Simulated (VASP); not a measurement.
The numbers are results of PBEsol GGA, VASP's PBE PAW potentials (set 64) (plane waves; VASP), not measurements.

Input for VASP

### KPOINTS
```
Automatic
0
G
 4 3 1
0 0 0
```

INCAR:
```
SYSTEM = BaTe(110) slab
PREC = Normal; ENCUT = 400; LREAL = .FALSE.
LASPH = .TRUE.
EDIFF = 1E-5; NELM = 100; NELMIN = 4
ALGO = Normal; LMAXMIX = 4
ISMEAR = 0; SIGMA = 0.05
GGA = PS
IBRION = 2; NSW = 50; ISIF = 2
EDIFFG = -0.03
LWAVE = .TRUE.; LCHARG = .FALSE.
DIPOL = 0.5 0.5 0.5
LDIPOL = .TRUE.; IDIPOL = 3
```

### POSCAR
```
BaTe(110) slab
1.0
  4.9280252905   0.0000000000   0.0000000000
  0.0000000000   6.9692808609   0.0000000000
  0.0000000000   0.0000000000  24.7902248498
Ba Te
4 4
Cartesian
  0.0000000000   0.0000000000   8.6990882216
  2.4640126452   3.4846404304  11.1631126205
  0.0000000000   0.0000000000  13.6271122293
  2.4640126452   3.4846404304  16.0911366282
  2.4640126452   0.0000000000  11.1631126205
  0.0000000000   3.4846404304   8.6990882216
  2.4640126452   0.0000000000  16.0911366282
  0.0000000000   3.4846404304  13.6271122293
```

POTCAR, in this order: Ba_sv Te (PBE.64 set). Program: vasp_std.

**Question.** Predict the energy per atom (σ→0).

**Answer.** 
The energy per atom (σ→0) comes out as -4.304 eV/atom.

File OSZICAR:
```
...
DAV:   6    -0.344313679704E+02   -0.83476E-04   -0.53812E-05   430   0.244E-02    0.176E-02
DAV:   7    -0.344314717055E+02   -0.10374E-03   -0.31255E-05   374   0.168E-02    0.643E-03
DAV:   8    -0.344315713714E+02   -0.99666E-04   -0.28326E-05   388   0.143E-02    0.570E-03
DAV:   9    -0.344316717560E+02   -0.10038E-03   -0.24414E-05   364   0.110E-02    0.314E-03
DAV:  10    -0.344317100329E+02   -0.38277E-04   -0.60246E-06   342   0.549E-03    0.159E-03
DAV:  11    -0.344317430686E+02   -0.33036E-04   -0.92901E-06   348   0.449E-03    0.111E-03
DAV:  12    -0.344317500152E+02   -0.69466E-05   -0.98475E-07   330   0.198E-03
   8 F= -.34431750E+02 E0= -.34431750E+02  d E =-.846351E-02
```

The cell is a thin slab with vacuum, built from BaTe (rock salt): (110) face.
